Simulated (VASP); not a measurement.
Bulk modulus of diamond and zinc-blende semiconductors: r2SCAN against PBE

VASP (plane waves, PAW); cells keep the symmetry of their structure type. Static lattice, from a third-order Birch-Murnaghan fit over five volumes at each level.

Here x stands for PBE B0 and y for r2SCAN B0.

| solid | PBE B0 (GPa) | r2SCAN B0 (GPa) | cut-off (eV) |
|---|---|---|---|
| Sn | 35.2 | 42.9 | 520 |
| CdS | 53.3 | 60.5 | 520 |
| GaP | 76.3 | 88.3 | 520 |
| Si | 89.0 | 97.5 | 520 |
| BAs | 131.9 | 142.1 | 520 |
| BP | 161.7 | 169.8 | 520 |
| SiC | 212.2 | 226.8 | 520 |
| C | 433.7 | ? | 520 |

Task: Fit y against x with a straight line, and predict the withheld value at x = 433.7.

Result: With u = x - 109, the rows have u = -73.80, -55.70, -32.70, -20.00, 22.90, 52.70, 103.20. Means: u -0.48571, y 118.27. About the means, the sum of products is 24637 and the sum of squares of u is 23969; the slope is their ratio. Least squares gives y = 118.77 + 1.02790·u. Residuals (row less fit): -0.01, -1.02, 3.14, -0.71, -0.21, -3.14, 1.95; standard error 2.24 (degrees of freedom: 5). The slope is 1.03 with a standard error of 0.014. At the withheld row, u = 324.70, so y = 118.77 + 1.02790 × 324.70 = 452.53 GPa. The calculation gives 450.0 GPa, 2.53 GPa below the prediction (0.6 % of the range of y in the table). The row lies outside the fitted rows, so this is an extrapolation. From the scatter of the fitted rows alone, a prediction at this place has a standard error of 5.28 GPa, so the miss is 0.5 times that.

Sn is here grey tin, stable below 13 °C. CdS is here a metastable form; wurtzite is the usual one. The rows are a random draw from the solids of this series computed here; series whose standard error about the line passes 12 to 30 % of the range of y, or with no trend, aren't shown in this form.
